**Q:** I have boron arsenide in one fixed cell, and only the size of the plane-wave basis changes. Which of the two gaps reacts more?

VASP 6.6.1 plane-wave calculations with the PBE functional and the recommended PAW PBE potentials for BAs (F-43m, two-atom cell, fixed geometry), without spin polarisation or spin–orbit coupling. All rows use an 8 × 8 × 8 k mesh and Gaussian smearing of 0.02 eV; both gaps are taken from levels at the mesh points only.

```csv
wave cutoff,gap on mesh (eV),direct gap on mesh (eV)
200 eV,1.140,3.261
250 eV,1.184,3.275
300 eV,1.188,3.276
350 eV,1.188,3.276
400 eV,1.189,3.276
450 eV,1.189,3.276
520 eV,1.189,3.276
600 eV,1.189,3.276
700 eV,1.189,3.276
```

**A:** The smaller one. At the lowest cutoff the gap on mesh is too small by about 50 meV, measured against the 700 eV row, and the direct gap on mesh by only about 15 meV. From 300 eV on, both stay within about 1 meV of their final values. About nine tenths of the opening of the smaller gap comes in the first step, from 200 to 250 eV.

The two columns measure different things. The gap on mesh is the distance from the highest filled level to the lowest empty one, wherever the two lie among the sampled crystal momenta. The direct gap on mesh compares filled and empty levels at the same momentum and takes the smallest distance. Here the first is much smaller than the second, so BAs is an indirect semiconductor in this calculation.

**Q:** What does the wave cutoff do to the electrons?

**A:** It sets the finest detail that an orbital may have. The orbitals are built from waves, and the cutoff is the highest kinetic energy that a wave in the set may carry. At 200 eV the shortest wave is about 0.9 Å long, at 700 eV about 0.5 Å. An orbital that changes sharply over a shorter distance is drawn too smooth, and its energy comes out wrong.

In BAs the demanding atom should be boron. Its 2p electrons have no p electrons beneath them in the core, so no inner p shell pushes them outwards, and their orbital is compact. Arsenic 4p electrons have inner p shells below them and sit further out. The potentials used here smooth the orbitals near the nuclei, but a compact boron p orbital still needs shorter waves than a spread-out one. This is standard chemistry; the runs do not separate the two atoms.

**Q:** Can I see in the results that p electrons are the ones that suffer?

**A:** There is a hint in the levels at zero crystal momentum, the point called $\Gamma$. The top of the valence band is a set of three equal levels there, as p orbitals give in this crystal, while the lowest valence level is single, as s orbitals give. Between 250 and 600 eV the threefold top falls by about 11 meV, but the single level moves by only about 2 meV, and upwards.

The levels are counted from the calculation's own zero of energy, which may itself move a little with the cutoff, so only their movement against each other is firm. It shows that the basis does not simply shift all levels together. The contrast between these filled levels fits the picture of compact p orbitals, but it is no proof. An empty single level further up at $\Gamma$ rises by about 18 meV over the same span, so a single level is not always a steady one. A breakdown of each level into atomic orbitals would be needed to settle the cause. The rises also warn against the rule that every level must fall when waves are added. That rule holds for electrons in a fixed potential, and here the potential adjusts to the electrons.

**Q:** Then why does the direct gap hardly notice, if its valence level is so sensitive?

**A:** Because its upper level is almost as sensitive. In the runs whose levels are listed in detail, at 250 and 600 eV, the direct gap lies at $\Gamma$ and ends on another threefold level. I take it to lie there at the other cutoffs too. From 200 to 700 eV the valence top falls by 67 meV and this conduction level by 52 meV, so most of the error drops out of their difference.

The smaller gap ends elsewhere, on a conduction level three quarters of the way from $\Gamma$ to the zone-boundary point X. That level falls by only 18 meV, so the valence top sinks away from it and the gap opens. Why it is less sensitive is not settled by these results. It is not a trait of the whole band: between 250 and 600 eV the lowest conduction level halfway to X falls by about 13 meV, but this one by only about 6 meV. The mix of orbitals changes along the band, and that is the likely place to look for the reason.

The rule to carry to a neighbouring case is that a gap settles early when its two levels need short waves to the same degree. If only one of them does, the gap keeps much of that level's error.

**Q:** My gaps are steady at 300 eV. May I use that cutoff for everything else?

**A:** No, because the total energy and the pressure of a single run lack this cancellation, and 300 eV is also below the cutoff recommended for the standard boron potential. At 300 eV the total energy still lies about 14 meV per cell above its value at 700 eV. It comes within 3 meV only at 400 eV, whereas the smaller gap meets the same mark at 300 eV and the direct gap at 250 eV.

The pressure is the more serious trap. At 700 eV it is about +3.4 GPa, which means that the cell is squeezed and would like to expand. At 200 eV it is about −2.2 GPa, which says that the cell would like to shrink. An engineer who let the cell relax with that basis would start in the wrong direction, with a gap that is wrong by only 4 per cent.

**Q:** How can a missing piece of basis look like a pressure?

**A:** The program computes the pressure with a fixed set of waves. If the cell grows, every wave in the set is stretched and its kinetic energy drops, so the effective cutoff drops too. A poorer basis means a higher energy. Growth therefore seems to cost more than it should, and the cell appears to pull inwards.

This can be turned into an estimate. Let $E$ be the total energy, $V$ the cell volume and $E_c$ the cutoff. Kinetic energy goes as one over length squared, so for a fixed set of waves $E_c$ is proportional to $V^{-2/3}$. Pressure is $-dE/dV$, and the part that comes only from the sliding cutoff is

$$P_\text{false}=\frac{2}{3}\,\frac{E_c}{V}\,\frac{dE}{dE_c}.$$

Take 250 eV. Between 200 and 300 eV the energy falls by 0.199 eV, so the slope is about −0.00199 eV of energy per eV of cutoff. The cell holds two atoms of 13.63 Å³ each, or 27.26 Å³. This gives

$$P_\text{false}\approx\frac{2}{3}\times\frac{250}{27.26}\times(-0.00199)\approx-0.012\ \text{eV/Å}^3\approx-1.9\ \text{GPa}.$$

The computed pressure at 250 eV lies 2.3 GPa below that at 700 eV, so the estimate accounts for most of the error. It has no adjustable constant, and it does better at 300 eV (−0.63 against −0.69 GPa) and at 350 eV, where both values are −0.16 GPa. The output after this text gives the comparison. The weak point is the slope, taken across 100 eV of a strongly bent curve. On a curve that flattens out like this one, so wide a span makes the slope too steep, and closer cutoffs would probably give smaller estimates. The close match at 300 and 350 eV is therefore partly luck: the estimate supports the sign and the rough size of the effect, not its exact value. At 200 eV there is no lower neighbour from which to take such a slope.

The formula also explains why pressure is so demanding. It depends on how steeply the energy still changes with the cutoff, multiplied by the cutoff itself. A modest energy error can therefore hide a large false pressure if the curve is still steep.

**Q:** What would change if I replaced boron by aluminium?

**A:** Aluminium has a filled 2p shell under its 3p electrons, so its valence orbitals are broader and can be described with longer waves. By the same reasoning, the cutoff should then matter less. The potential chosen for each element also counts, since a harder potential asks for shorter waves, so a short cutoff series is still the way to find out.

**Q:** And which digits of the final gap of 1.189 eV can I trust?

**A:** As an answer to "what does this basis do to this calculation", all of them to about 1 meV. As the gap of the material, far fewer. PBE usually makes semiconductor gaps too small, and spin–orbit coupling, which is left out, would split the valence top and narrow the gap somewhat. More plane waves repair neither.

One error can still be removed within the same method. The lowest conduction level was found at a sampled point between $\Gamma$ and X, and the true minimum may lie between two such points. The value of 1.189 eV is therefore an upper bound to the PBE gap of this cell, and a higher cutoff will not lower it. How far below it the true PBE gap lies is the question left open, and a finer set of points along the line from $\Gamma$ to X would answer it.

Numerical output:

```
Gaps and levels less their values at 700 eV in meV:
     row  gap  direct gap  valence top  conduction minimum  Gamma conduction level
  200 eV  -49         -15         67.2                17.8                    52.2
  250 eV   -5          -1         11.4                   6                    10.4
  300 eV   -1           0            2                   1                       2
  350 eV   -1           0          1.3                 0.5                     1.3
  400 eV    0           0          0.9                 0.6                     0.9
  450 eV    0           0          0.9                 0.5                     0.9
  520 eV    0           0          0.7                 0.4                     0.7
  600 eV    0           0          0.2                 0.2                     0.2
  700 eV    0           0            0                   0                       0
Energy and pressure against 700 eV:
     row  energy difference in meV per cell  pressure in GPa  pressure difference in GPa
  200 eV                              212.1           -2.218                      -5.652
  250 eV                              57.28            1.168                      -2.266
  300 eV                              13.55            2.743                     -0.6915
  350 eV                               3.72            3.275                     -0.1595
  400 eV                               2.17            3.427                   -0.006969
  450 eV                               2.24            3.446                     0.01151
  520 eV                               1.62            3.431                   -0.003432
  600 eV                               0.72            3.422                    -0.01188
  700 eV                                  0            3.434                           0
Share of the whole gap opening that comes between 200 and 250 eV in percent: 89.8
Fall of the conduction minimum as percent of the fall of the valence top: 26.49
Fall of the Gamma conduction level as percent of the fall of the valence top: 77.68
Lowest cutoff with the gap within 3 meV of the 700 eV value in eV: 300
Lowest cutoff with the direct gap within 3 meV of the 700 eV value in eV: 250
Lowest cutoff with the energy per cell within 3 meV of the 700 eV value in eV: 400
Change of the lowest valence level at Gamma from 250 to 600 eV in meV: 1.8
Estimated spurious pressure at 250 eV in GPa: -1.945
Estimated spurious pressure at 300 eV in GPa: -0.6296
Estimated spurious pressure at 350 eV in GPa: -0.1561
```
